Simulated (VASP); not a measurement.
# AlN: transverse stress against strain

AlN (wurtzite, P6_3mc, 10.458 Å³/atom and stress up to 0.12 GPa in the relaxed cell, c along z) under a strain ε along c (axis z), the other axes held. PBEsol in VASP (plane waves, PAW), 600 eV, 12×12×6 Γ-centred mesh, Gaussian smearing 0.05 eV; ions are relaxed, or left where forces stay under 0.02 eV/Å, within the symmetry of each cell. Stress is positive for a compressed cell.

Here s stands for strain and y for stress xx.

```
strain (%)  stress xx (GPa)
----------  ---------------
-3.00                     ?
-1.50                  1.67
-1.00                  1.06
-0.50                  0.47
0.00                  -0.07
0.50                  -0.60
1.00                  -1.09
1.50                  -1.56
```

Taking a straight line for y over the 7 complete rows: Means: s 0, y -0.017. About the means, the sum of products is -7.5300 and the sum of squares of s is 7.0000; the slope is their ratio. Least squares gives y = -0.017 - 1.0757·s. Residuals (row less fit): 0.073, 0.001, -0.051, -0.053, -0.045, 0.003, 0.071; standard error 0.060 (degrees of freedom: 5). The slope gives the elastic constant C13 = 108 ± 2 GPa (± standard error of the fit, which holds the terms cut off).

What does the fit predict for y at s = -3.00, and how far is the calculated value from it?

y = -0.017 - 1.0757 × (-3.0) = 3.210 GPa. The calculation gives 3.70 GPa, 0.490 GPa above the prediction (9.3 % of the range of y in the table). The row lies outside the fitted rows, so this is an extrapolation. From the scatter of the fitted rows alone, a prediction at this place has a standard error of 0.093 GPa, so the miss is 5.3 times that.

A polynomial of degree 2 through the 12 other runs of the series gives 3.68 there, so most of the miss is curvature that the fit leaves out. Rows are the converged runs of the series near zero and its far end; series whose fitted rows scatter by over a few per cent of the range, as at a crossing or softening among them, aren't shown in this form, nor equations of state whose B0' disagrees with the runs' pressures. Most that stay on the fit to the last digits aren't either.
